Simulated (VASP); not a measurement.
Given:

```
CELL_PARAMETERS angstrom
      0.00000     2.03785     2.03785
      2.03785     0.00000     2.03785
      2.03785     2.03785     0.00000
ATOMIC_POSITIONS crystal
  Li 0.00000 0.00000 0.00000
  F  0.50000 0.50000 0.50000
```

These are vdW-DF-cx, VASP's PBE PAW potentials (set 64) (plane waves; VASP) values and carry that method's errors. Run with 520 eV cut-off, 11×11×11 Γ-centred mesh, Gaussian smearing of 0.050 eV, potentials Li_sv F.

**Question.** Estimate the energy per atom (σ→0), pressure, band gap (on the k-mesh) with the smallest direct gap where there is one.

**Answer.** 
The band gap (on the k-mesh) is 8.95 eV and the smallest direct gap (on the k-mesh) is 8.95 eV. The energy per atom (σ→0) is -3.426 eV/atom. The pressure is -1.92 GPa.

Total energies compare only between runs with the same potentials, cut-off and functional.

The compound is LiF in the rock salt structure. This cell is one point of a volume scan, at 1.03 of the reference volume.
